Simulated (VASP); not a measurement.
# AlB2Sb3 (Cmc2_1) in VASP: phonons with PBE

Aim: the phonons of AlB2Sb3 with PBE.

Program: VASP 6.6.1. These are calculated values, not measurements. Logs are shortened: lines on timing, memory, paths and dates and some standing lists are left out, and cuts for length are marked.

### Step 1. The crystal as given

Symmetry: Cmc2_1, No. 36, orthorhombic system. The conventional cell has a = 11.854 Å, b = 6.837 Å, c = 6.461 Å, α = 90.00°, β = 90.00°, γ = 90.00°. Al (site symmetry m) is surrounded by 4 Sb at 2.66 to 2.67 Å. Around B (site symmetry 1) lie 4 Sb at 2.31 to 2.33 Å. Sb (site symmetry 1) has 3 B at 2.31 to 2.33 Å as nearest neighbours. Sb (site symmetry m) is surrounded by 2 B at 2.31 Å.

The cell was built by a generator and needn't be a form met in nature.

### Step 2. Phonons, PBE

Contents of POSCAR:

```
AlB2Sb3
1.0
    5.9268200000     -3.4186700000      0.0000000000
    5.9268200000      3.4186700000      0.0000000000
    0.0000000000      0.0000000000      6.4607900000
Al B Sb
2 4 6
Direct
    0.8338540000      0.1661460000      0.9995020000
    0.1661460000      0.8338540000      0.4995020000
    0.5185940000      0.8268710000      0.9992550000
    0.1731290000      0.4814060000      0.9992550000
    0.4814060000      0.1731290000      0.4992550000
    0.8268710000      0.5185940000      0.4992550000
    0.4697150000      0.1589890000      0.8597360000
    0.8410110000      0.5302850000      0.8597360000
    0.2149290000      0.7850710000      0.9078050000
    0.5302850000      0.8410110000      0.3597360000
    0.1589890000      0.4697150000      0.3597360000
    0.7850710000      0.2149290000      0.4078050000
```

Contents of INCAR.step1:

```
SYSTEM = AlB2Sb3
PREC     = Accurate       ! precision mode
ENCUT    = 520            ! plane-wave cutoff, eV
EDIFF    = 1E-8           ! SCF threshold, eV
ISMEAR   = 0              ! smearing method
SIGMA    = 0.1            ! smearing width, eV
LREAL    = .False.        ! projectors in reciprocal space
LASPH    = .True.         ! aspherical terms in the spheres
NELM     = 60             ! most SCF steps
ALGO     = Normal         ! electronic algorithm
ISIF     = 3              ! what is computed and relaxed
LWAVE    = .False.        ! write WAVECAR
LCHARG   = .False.        ! write CHGCAR
GGA      = PE             ! functional
KPAR     = 8            
IBRION   = 2              ! ionic algorithm
NSW      = 40             ! ionic steps
EDIFFG   = -0.002         ! ionic threshold
```

Contents of INCAR.step2:

```
SYSTEM = AlB2Sb3
PREC     = Accurate       ! precision mode
ENCUT    = 520            ! plane-wave cutoff, eV
EDIFF    = 1E-8           ! SCF threshold, eV
ISMEAR   = 0              ! smearing method
SIGMA    = 0.1            ! smearing width, eV
LREAL    = .False.        ! projectors in reciprocal space
LASPH    = .True.         ! aspherical terms in the spheres
NELM     = 60             ! most SCF steps
ALGO     = Normal         ! electronic algorithm
ISIF     = 2              ! what is computed and relaxed
LWAVE    = .False.        ! write WAVECAR
LCHARG   = .False.        ! write CHGCAR
GGA      = PE             ! functional
KPAR     = 8            
IBRION   = 6              ! ionic algorithm
NFREE    = 2            
POTIM    = 0.015          ! step
NSW      = 1              ! ionic steps
```

Contents of KPOINTS:

```
Automatic mesh
0
Gamma
  4 4 4
  0 0 0
```

Potentials or basis: VASP PAW PBE potentials, release 64 (Al, B, Sb).

The run is started by

```
> cat potpaw_PBE.64/Al/POTCAR potpaw_PBE.64/B/POTCAR potpaw_PBE.64/Sb/POTCAR > POTCAR
> cp INCAR.step1 INCAR
> mpirun -np 8 vasp_std > vasp.out
> cp CONTCAR POSCAR
> cp INCAR.step2 INCAR
> mpirun -np 8 vasp_std > vasp.out
```

OUTCAR:

```text
SYSTEM = AlB2Sb3
   PREC = Accurate
   ENCUT = 520
   EDIFF = 1E-8
   ISMEAR = 0
   LREAL = .False.
   LASPH = .True.
   NELM = 60
   ISIF = 2
   GGA = PE
   IBRION = 6
   NFREE = 2
   POTIM = 0.015
   NSW = 1

 ion  position               nearest neighbor table
   1  0.834  0.166  1.000-  12 2.66   9 2.67   7 2.67   8 2.67
   2  0.166  0.834  0.500-   9 2.66  12 2.67  11 2.67  10 2.67
   3  0.519  0.827  0.999-   8 2.31   7 2.31   9 2.31  10 2.33
   4  0.173  0.481  0.999-   7 2.31   8 2.31   9 2.31  11 2.33
   5  0.481  0.173  0.499-  11 2.31  10 2.31  12 2.31   7 2.33
   6  0.827  0.519  0.499-  10 2.31  11 2.31  12 2.31   8 2.33
   7  0.470  0.159  0.860-   4 2.31   3 2.31   5 2.33   1 2.67   9 3.74   8 3.74   8 3.74   9 3.76
                            12 3.76
   8  0.841  0.530  0.860-   3 2.31   4 2.31   6 2.33   1 2.67   9 3.74   7 3.74   7 3.74   9 3.76
                            12 3.76
   9  0.215  0.785  0.908-   3 2.31   4 2.31   2 2.66   1 2.67   8 3.74   7 3.74   8 3.76   7 3.76
                            11 3.76  10 3.76
  10  0.530  0.841  0.360-   6 2.31   5 2.31   3 2.33   2 2.67  12 3.74  11 3.74  11 3.74  12 3.76
                             9 3.76
  11  0.159  0.470  0.360-   5 2.31   6 2.31   4 2.33   2 2.67  12 3.74  10 3.74  10 3.74  12 3.76
                             9 3.76
  12  0.785  0.215  0.408-   5 2.31   6 2.31   1 2.66   2 2.67  10 3.74  11 3.74  11 3.76  10 3.76
                             8 3.76   7 3.76

  LATTYP: Found a base centered orthorhombic cell.
 ALAT       =     6.8370571177
 B/A-ratio  =     1.7336066102
 C/A-ratio  =     0.9449004139

  Lattice vectors:

 A1 = (  -5.9263837069,  -3.4185285589,   0.0000000000)
 A2 = (   5.9263837069,  -3.4185285589,   0.0000000000)
 A3 = (   0.0000000000,   0.0000000000,   6.4603381007)

Analysis of symmetry for initial positions (statically):
=====================================================================
 Subroutine PRICEL returns:
 Original cell was already a primitive cell.

 Routine SETGRP: Setting up the symmetry group for a
 base centered orthorhombic supercell.

 Subroutine GETGRP returns: Found  4 space group operations
 (whereof  2 operations were pure point group operations)
 out of a pool of  8 trial point group operations.

The static configuration has the point symmetry C_1h.
 The point group associated with its full space group is C_2v.

Analysis of symmetry for dynamics (positions and initial velocities):
=====================================================================
 Subroutine PRICEL returns:
 Original cell was already a primitive cell.

 Routine SETGRP: Setting up the symmetry group for a
 base centered orthorhombic supercell.

 Subroutine GETGRP returns: Found  4 space group operations
 (whereof  2 operations were pure point group operations)
 out of a pool of  8 trial point group operations.

The dynamic configuration has the point symmetry C_1h.
 The point group associated with its full space group is C_2v.

 Subroutine INISYM returns: Found  4 space group operations
 (whereof  2 operations are pure point group operations),
 and found     1 'primitive' translations

----------------------------------------------------------------------------------------

                                     Primitive cell

  volume of cell :     261.7666

  direct lattice vectors                    reciprocal lattice vectors
     5.926383707 -3.418528559  0.000000000     0.084368482 -0.146261759  0.000000000
     5.926383707  3.418528559  0.000000000     0.084368482  0.146261759  0.000000000
     0.000000000  0.000000000  6.460338101     0.000000000  0.000000000  0.154790660

  length of vectors
     6.841663639  6.841663639  6.460338101     0.168850653  0.168850653  0.154790660

  position of ions in fractional coordinates (direct lattice)
     0.833853919  0.166146081  0.999507537
     0.166146081  0.833853919  0.499507537
     0.518603919  0.826879034  0.999260499
[... 84 lines left out ...]
   ISTART =      0    job   : 0-new  1-cont  2-samecut
   ICHARG =      2    charge: 1-file 2-atom 10-const
   ISPIN  =      1    spin polarized calculation?
   LNONCOLLINEAR =      F non collinear calculations
   LSORBIT =      F    spin-orbit coupling
   LASPH  =      T    aspherical Exc in radial PAW
   ENCUT  =  520.0 eV  38.22 Ry    6.18 a.u.  12.72 12.72 12.01*2*pi/ulx,y,z
   NELM   =     60;   NELMIN=  2; NELMDL=  0     # of ELM steps
   EDIFF  = 0.1E-07   stopping-criterion for ELM
   LREAL  =      F    real-space projection
   EDIFFG = 0.1E-06   stopping-criterion for IOM
   NSW    =    181    number of steps for IOM
   IBRION =      6    ionic relax: 0-MD 1-quasi-New 2-CG
   NFREE  =      2    steps in history (QN), initial steepest desc. (CG)
   ISIF   =      2    stress and relaxation
   ISYM   =      2    0-nonsym 1-usesym 2-fastsym
   POTIM  = 0.0150    time-step for ionic-motion
   TEBEG  =    0.0;   TEEND  =   0.0 temperature during run
   PSTRESS=    0.0 pullay stress
   NELECT =      48.0000    total number of electrons
   NUPDOWN=      -1.0000    fix difference up-down
   EMIN   =  10.00;   EMAX   =-10.00  energy-range for DOS
   EFERMI =   0.00;   METHOD = LEGACY
   ISMEAR =     0;   SIGMA  =   0.10  broadening in eV -4-tet -1-fermi 0-gaus
   EFERMI_NEDOS =   21; number of points for ismear=-14 and -15
   IALGO  =     38    algorithm
   IMIX   =      4    mixing-type and parameters
     AMIX     =   0.40;   BMIX     =  1.00
     AMIX_MAG =   1.60;   BMIX_MAG =  1.00
  volume/ion in A,a.u.               =      21.81       147.21
  Fermi-wavevector in a.u.,A,eV,Ry     =   0.930073  1.757584 11.769534  0.865036
  Thomas-Fermi vector in A             =   2.056423
   LORBIT       =      0    0 simple, 1 ext, 2 COOP (PROOUT), +10 PAW based schemes
   GGA     = PE    functional components
   LHFCALC =     F    Hartree Fock is set to
   AEXX    =    0.0000 exact exchange contribution
   IVDW    =     0    specifies the selected vdW correction
   LEPSILON=     F    determine dielectric tensor
   LRPA    =     F    only Hartree local field effects (RPA)
 finite differences with symmetry
 non-spin polarized calculation
 Gauss-broadening in eV      SIGMA  =   0.10
  energy-cutoff  :      520.00
  volume of cell :      261.77
 maximum number of plane-waves:      7083
 NGX is ok and might be reduce to    54
   NGX = 25   NGY = 25   NGZ = 25

--------------------------------------- Ionic step        1  -------------------------------------------

 number of electron      47.9999999 magnetization

 Free energy of the ion-electron system (eV)
  ---------------------------------------------------
  ext. energy  EPLUGINS =         0.00000000
  ---------------------------------------------------
  free energy    TOTEN  =       -55.66226124 eV

  energy without entropy =      -55.66226097  energy(sigma->0) =      -55.66226111

------------------------ aborting loop because EDIFF is reached ----------------------------------------

  FORCE on cell =-STRESS in cart. coord.  units (eV):
  Direction    XX          YY          ZZ          XY          YZ          ZX
  --------------------------------------------------------------------------------------
  -------------------------------------------------------------------------------------
  Total        0.0088797      0.0027890      0.0113801      0.0000000      0.0000000      0.0000000
  in kB        0.0543491      0.0170703      0.0696534      0.0000000      0.0000000      0.0000000
  external PRESSURE =       0.0470243 kB  Pullay stress =       0.0000000 kB
[... 119 lines left out ...]
  FREE ENERGIE OF THE ION-ELECTRON SYSTEM (eV)
  ---------------------------------------------------
  free  energy   TOTEN  =       -55.6612521760 eV

  energy  without entropy=      -55.6612519011  energy(sigma->0) =      -55.66125204

[... ionic steps 4 to 22 ...]

--------------------------------------- Ionic step       23  -------------------------------------------

 number of electron      47.9999999 magnetization

------------------------ aborting loop because EDIFF is reached ----------------------------------------
[... 87 lines left out ...]
--------------------------------------- Ionic step       25  -------------------------------------------

 number of electron      47.9999999 magnetization

 Free energy of the ion-electron system (eV)
  ---------------------------------------------------
  ext. energy  EPLUGINS =         0.00000000
  ---------------------------------------------------
  free energy    TOTEN  =       -55.66104880 eV

  energy without entropy =      -55.66104852  energy(sigma->0) =      -55.66104866

 E-fermi :   6.8617     XC(G=0):  -9.4789

 val. band max:        6.5656848378   @ k =   0.0000   0.0000   0.0000
 cond. band min:       7.1588071690   @ k =   0.5000   0.5000   0.0000
 fundamental gap:      0.5931223312
 Fermi energy:         6.8616868106

 k-point     1 :       0.0000    0.0000    0.0000
  band No.  band energies     occupation
      1      -6.1771      2.00000
      2      -4.1328      2.00000
      3      -3.4971      2.00000
      4      -3.4350      2.00000
      5      -3.1415      2.00000
      6      -3.0511      2.00000
[... 844 lines left out ...]
  FREE ENERGIE OF THE ION-ELECTRON SYSTEM (eV)
  ---------------------------------------------------
  free  energy   TOTEN  =       -55.6610487997 eV

  energy  without entropy=      -55.6610485202  energy(sigma->0) =      -55.66104866

 INTERNAL STRAIN TENSORS FROM DISPLACED ATOMS
 ============================================

 INTERNAL STRAIN TENSOR FOR ION    1 for displacements in x,y,z  (eV/Angst):
          X           Y           Z          XY          YZ          ZX
  --------------------------------------------------------------------------------
  x     0.00000     0.00000     0.00000     5.91238     0.00000    -4.79351
  y     6.10067    -6.74339     2.15750     0.00000    -3.75857     0.00000
  z    -4.52834    -3.20647     9.48233     0.00000     2.86381     0.00000
[... 8 lines left out ...]
 INTERNAL STRAIN TENSOR FOR ION   12 for displacements in x,y,z  (eV/Angst):
          X           Y           Z          XY          YZ          ZX
  --------------------------------------------------------------------------------
  x     0.00000     0.00000     0.00000     7.41606     0.00000     4.63781
  y     6.98810    -6.56687    -2.08765     0.00000     4.13059     0.00000
  z     4.02170     3.33326    -8.83997     0.00000    -0.93751     0.00000

 Eigenvectors and eigenvalues of the dynamical matrix
   1 f  =   16.910200 THz   106.249917 2PiTHz  564.063540 cm-1    69.934934 meV
   2 f  =   16.398028 THz   103.031849 2PiTHz  546.979337 cm-1    67.816764 meV
   3 f  =   16.261239 THz   102.172375 2PiTHz  542.416533 cm-1    67.251049 meV
   4 f  =   16.156557 THz   101.514644 2PiTHz  538.924743 cm-1    66.818122 meV
   5 f  =   15.975361 THz   100.376151 2PiTHz  532.880670 cm-1    66.068753 meV
   6 f  =   15.962878 THz   100.297721 2PiTHz  532.464296 cm-1    66.017129 meV
[... 25 lines left out ...]
  32 f  =    2.110450 THz    13.260350 2PiTHz   70.397041 cm-1     8.728117 meV
  33 f  =    2.070506 THz    13.009373 2PiTHz   69.064647 cm-1     8.562921 meV
  34 f/i=    0.000272 THz     0.001709 2PiTHz    0.009072 cm-1     0.001125 meV
  35 f/i=    0.000607 THz     0.003817 2PiTHz    0.020262 cm-1     0.002512 meV
  36 f/i=    0.000923 THz     0.005802 2PiTHz    0.030802 cm-1     0.003819 meV

 ELASTIC MODULI CONTR FROM IONIC RELAXATION (kBar)
 Direction    XX          YY          ZZ          XY          YZ          ZX
 --------------------------------------------------------------------------------
 XX        -232.7217     99.8820    125.5127      0.0000     -0.0000     -0.0000
 YY          99.8820   -226.5301    107.4123      0.0000      0.0000      0.0000
 ZZ         125.5127    107.4123   -267.4424     -0.0000      0.0000     -0.0000
 XY           0.0000      0.0000      0.0000   -161.8908      0.0000     -0.0000
 YZ          -0.0000      0.0000      0.0000      0.0000    -89.3554     -0.0000
 ZX          -0.0000      0.0000     -0.0000     -0.0000     -0.0000    -79.8075
 --------------------------------------------------------------------------------
```

It took 12 min on 8 MPI ranks of AMD EPYC 9R45 (Zen 5), shared host; peak memory 0.65 GiB.

What came out:

```
Highest phonon frequency at Γ, LO-TO splitting left out : 564 cm⁻¹
```

Phonon frequencies in cm⁻¹ (negative: imaginary):
```
              q point                                                                                                                              frequencies
(0.000, 0.000, 0.000)  0 0 0 69 70 106 111 122 124 127 134 139 140 146 148 168 169 190 310 314 315 319 320 322 490 496 502 506 529 532 532 533 539 542 547 564
```

The run has no spin-orbit coupling, so splittings on Sb are missing.
